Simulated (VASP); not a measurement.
```yaml
crystal:
  lattice:
    - [3.80203, 0.00000, 0.00000]
    - [0.00000, 3.80203, 0.00000]
    - [0.00000, 0.00000, 3.80203]
  atoms:
    - { symbol: Cd, position: [0.00000, 0.00000, 0.00000] }
    - { symbol: Ni, position: [0.50000, 0.50000, 0.00000] }
    - { symbol: Ni, position: [0.00000, 0.50000, 0.50000] }
    - { symbol: Ni, position: [0.50000, 0.00000, 0.50000] }
    - { symbol: N, position: [0.50000, 0.50000, 0.50000] }
```

Calculation: PBEsol GGA with spin-orbit coupling, VASP's PBE PAW potentials (set 64) (plane waves; VASP 6.6.1). Settings: 520 eV cut-off, 7×7×7 Γ-centred mesh, Gaussian smearing of 0.050 eV, potentials Cd Ni N.

**Question.** Give the energies of bands 39 to 52 at the high-symmetry points, in eV from the Fermi level.

**Answer.** 
```tsv
band	Γ	X	M	R
39	-1.07	-1.20	-1.35	-0.94
40	-1.07	-1.20	-1.35	-0.94
41	-0.72	-0.98	-1.04	-0.94
42	-0.72	-0.98	-1.04	-0.94
43	-0.63	-0.66	-0.23	-0.68
44	-0.63	-0.66	-0.23	-0.68
45	-0.63	-0.59	-0.21	-0.60
46	-0.63	-0.59	-0.21	-0.60
47	-0.42	-0.51	-0.11	-0.60
48	-0.42	-0.51	-0.11	-0.60
49	1.40	1.62	0.12	1.03
50	1.40	1.62	0.12	1.03
51	3.61	2.40	3.96	1.03
52	3.61	2.40	3.96	1.03
```

It has no gap at this level: it comes out as a metal or semimetal.

The structure comes from a computed database's CdNi3N entry (Pm-3m); how it stands against other phases isn't given here. It was relaxed first.
